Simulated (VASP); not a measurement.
OSZICAR of a VASP run on Pd (fcc):

**OSZICAR**
```
       N       E                     dE             d eps       ncg     rms          rms(c)
DAV:   1     0.381705664908E+02    0.38171E+02   -0.53013E+03  2176   0.104E+03
DAV:   2    -0.644970903155E+01   -0.44620E+02   -0.43570E+02  2346   0.197E+02
DAV:   3    -0.684982799076E+01   -0.40012E+00   -0.39742E+00  2514   0.213E+01
DAV:   4    -0.685195752712E+01   -0.21295E-02   -0.21294E-02  2520   0.145E+00
DAV:   5    -0.685198165231E+01   -0.24125E-04   -0.24125E-04  2572   0.124E-01    0.910E+00
DAV:   6    -0.652435470284E+01    0.32763E+00   -0.14564E+00  2207   0.114E+01    0.429E+00
DAV:   7    -0.650712156097E+01    0.17233E-01   -0.13653E-02  2497   0.103E+00    0.219E+00
DAV:   8    -0.650126939977E+01    0.58522E-02   -0.15942E-03  2366   0.382E-01    0.728E-02
DAV:   9    -0.650127551125E+01   -0.61115E-05   -0.10111E-05  2896   0.344E-02    0.180E-02
DAV:  10    -0.650127839558E+01   -0.28843E-05   -0.16470E-06  2454   0.117E-02    0.167E-03
DAV:  11    -0.650127838474E+01    0.10833E-07   -0.15020E-08  1163   0.119E-03
   1 F= -.65012784E+01 E0= -.65015486E+01  d E =-.650128E+01
       N       E                     dE             d eps       ncg     rms          rms(c)
DAV:   1    -0.650305077332E+01   -0.17724E-02   -0.37592E-02  2192   0.223E+00    0.296E-01
DAV:   2    -0.650124646181E+01    0.18043E-02   -0.87319E-03  2182   0.876E-01    0.731E-02
DAV:   3    -0.650122859265E+01    0.17869E-04   -0.79865E-05  2589   0.707E-02    0.431E-02
DAV:   4    -0.650122870911E+01   -0.11646E-06   -0.21373E-05  2427   0.375E-02    0.267E-03
DAV:   5    -0.650122876009E+01   -0.50980E-07   -0.17446E-07  1538   0.418E-03
   2 F= -.65012288E+01 E0= -.65015022E+01  d E =0.496247E-04
       N       E                     dE             d eps       ncg     rms          rms(c)
DAV:   1    -0.650211227973E+01   -0.88357E-03   -0.16860E-02  2189   0.149E+00    0.196E-01
DAV:   2    -0.650130362508E+01    0.80865E-03   -0.39262E-03  2179   0.587E-01    0.507E-02
DAV:   3    -0.650129579048E+01    0.78346E-05   -0.34948E-05  2558   0.467E-02    0.299E-02
DAV:   4    -0.650129582921E+01   -0.38726E-07   -0.94142E-06  2428   0.249E-02
   3 F= -.65012958E+01 E0= -.65015671E+01  d E =-.174445E-04
```

### Question
Which electronic solver shows in the log?

### Answer
It is blocked Davidson (ALGO = Normal, or the opening steps of other solvers). The INCAR had ALGO = Normal.

### Question
Can the final energy be trusted as converged?

### Answer
The run converged. It stopped with EDIFF = 1E-6, NELM = 100, NSW = 60 and EDIFFG = -0.01 after 3 ionic steps (LDA (Ceperley-Alder, Perdew-Zunger), plane waves, VASP's LDA PAW potentials (set 64)).

The compound is Pd in the fcc structure. This run relaxes it. Symmetry was kept, so distortions that lower it aren't found. The start is the result of an earlier pass.
